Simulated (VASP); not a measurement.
Consider the following.

```yaml
crystal:
  lattice:
    - [-1.71693, 1.71693, 1.71693]
    - [1.71693, -1.71693, 1.71693]
    - [1.71693, 1.71693, -1.71693]
  atoms:
    - { symbol: Nb, position: [0.00000, 0.00000, 0.00000] }
```

These are r2SCAN meta-GGA, VASP's PBE PAW potentials (set 64) (plane waves; VASP) values and carry that method's errors. Settings: 480 eV cut-off, 14×14×14 Γ-centred mesh, first-order Methfessel-Paxton smearing of 0.10 eV, potentials Nb_sv.

Problem. Give the stress tensor in GPa (positive for a compressed cell).

Solution. 
```
-16.40    0.00    0.00
  0.00  -16.40    0.00
  0.00    0.00  -16.40
```
The pressure is its mean diagonal, -16.40 GPa.

The compound is Nb in the bcc structure. This cell was strained or had an atom moved on purpose.
